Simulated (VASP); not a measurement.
A run of VASP 6.6.1:

Contents of POSCAR:

```
NaLaMnMoO6
1.0
    4.9777500000     -2.8814600000      0.0205500000
    4.9777500000      2.8814600000      0.0205500000
   -3.0608600000      0.0000000000      4.5978500000
Na La Mn Mo O
1 1 1 1 6
Direct
    0.9948200000      0.9948200000      0.4999400000
    0.7530700000      0.7530700000      0.7882500000
    0.2501600000      0.2501600000      0.1981100000
    0.4986700000      0.4986700000      0.9972200000
    0.3033800000      0.3033800000      0.6139600000
    0.3290200000      0.8285000000      0.8764900000
    0.1955800000      0.6363000000      0.1535400000
    0.6363000000      0.1955800000      0.1535400000
    0.8285000000      0.3290200000      0.8764900000
    0.7105000000      0.7105000000      0.3424600000
```

Contents of INCAR.step1:

```
PREC     = Accurate       # precision mode
ENCUT    = 520            # plane-wave cutoff, eV
EDIFF    = 1E-6           # SCF threshold, eV
ISMEAR   = -1             # smearing method
SIGMA    = 0.05           # smearing width, eV
LREAL    = F              # projectors in reciprocal space
LASPH    = T              # aspherical terms in the spheres
NELM     = 120            # most SCF steps
ALGO     = Normal         # electronic algorithm
ISIF     = 2              # what is computed and relaxed
LWAVE    = F              # write WAVECAR
LCHARG   = T              # write CHGCAR
ISPIN    = 2              # spin polarisation
MAGMOM   = 0 0 4 1 0 0 0 0 0 0 # initial moments
LORBIT   = 11             # projections on sites
LMAXMIX  = 6              # l up to which the mixer works
GGA      = PE             # functional
NBANDS   = 56             # bands
KPAR     = 4
```

Contents of KPOINTS.step1:

```
regular mesh
0
Gamma
  6 6 6
```

File INCAR.step2:

```
PREC     = Accurate       # precision mode
ENCUT    = 520            # plane-wave cutoff, eV
EDIFF    = 1E-6           # SCF threshold, eV
ISMEAR   = 0              # smearing method
SIGMA    = 0.05           # smearing width, eV
LREAL    = F              # projectors in reciprocal space
LASPH    = T              # aspherical terms in the spheres
NELM     = 120            # most SCF steps
ALGO     = Normal         # electronic algorithm
ISIF     = 2              # what is computed and relaxed
LWAVE    = F              # write WAVECAR
LCHARG   = F              # write CHGCAR
ISPIN    = 2              # spin polarisation
MAGMOM   = 0 0 4 1 0 0 0 0 0 0 # initial moments
LORBIT   = 11             # projections on sites
LMAXMIX  = 6              # l up to which the mixer works
GGA      = PE             # functional
NBANDS   = 56             # bands
KPAR     = 4            
ICHARG   = 11             # starting density
```

File KPOINTS.step2:

```
path GYFLI,I1ZHF1,H1Y1XGN,MG
15
line-mode
reciprocal
 0.0000000000  0.0000000000  0.0000000000  G
-0.9554977717 -0.9554977717 -0.0822158255  Y

-0.9554977717 -0.9554977717 -0.0822158255  Y
-0.4499137923 -0.4499137923 -0.5572762546  F

-0.4499137923 -0.4499137923 -0.5572762546  F
-0.5000000000 -0.5000000000 -0.5000000000  L

-0.5000000000 -0.5000000000 -0.5000000000  L
-0.5104172101 -0.4895827899 -0.5000000000  I

-0.4895827899  0.4895827899  0.5000000000  I1
 0.0000000000  0.0000000000  0.5000000000  Z

 0.0000000000  0.0000000000  0.5000000000  Z
-1.4610817511 -1.4610817511  1.3928446036  H

-1.4610817511 -1.4610817511  1.3928446036  H
-0.5500862077 -0.5500862077 -0.4427237454  F1

 0.4610817511  1.4610817511 -1.3928446036  H1
-0.0445022283  0.9554977717 -0.9177841745  Y1

-0.0445022283  0.9554977717 -0.9177841745  Y1
-0.5000000000  0.5000000000  0.0000000000  X

-0.5000000000  0.5000000000  0.0000000000  X
 0.0000000000  0.0000000000  0.0000000000  G

 0.0000000000  0.0000000000  0.0000000000  G
-0.5000000000  0.0000000000 -0.5000000000  N

-0.5000000000  0.0000000000  0.0000000000  M
 0.0000000000  0.0000000000  0.0000000000  G
```

Potentials or basis: VASP PAW PBE potentials, release 64 (Na_pv, La, Mn_pv, Mo_sv, O).

Run with:

```sh
$ cat potpaw_PBE.64/Na_pv/POTCAR potpaw_PBE.64/La/POTCAR potpaw_PBE.64/Mn_pv/POTCAR potpaw_PBE.64/Mo_sv/POTCAR potpaw_PBE.64/O/POTCAR > POTCAR
$ cp INCAR.step1 INCAR
$ cp KPOINTS.step1 KPOINTS
$ mpirun -np 4 vasp_std > vasp.out
$ cp INCAR.step2 INCAR
$ cp KPOINTS.step2 KPOINTS
$ mpirun -np 4 vasp_std > vasp.out
```

Hardware: 4 MPI ranks on Intel(R) Xeon(R) Platinum 8488C (Sapphire Rapids), with other jobs on the host.

Task: How long does it take, and how much memory?

Result: Wall time 14 min on 4 MPI ranks on Intel(R) Xeon(R) Platinum 8488C (Sapphire Rapids) (shared host), peak memory 1.9 GiB a rank. Counts: scf iterations 10, k points 180.
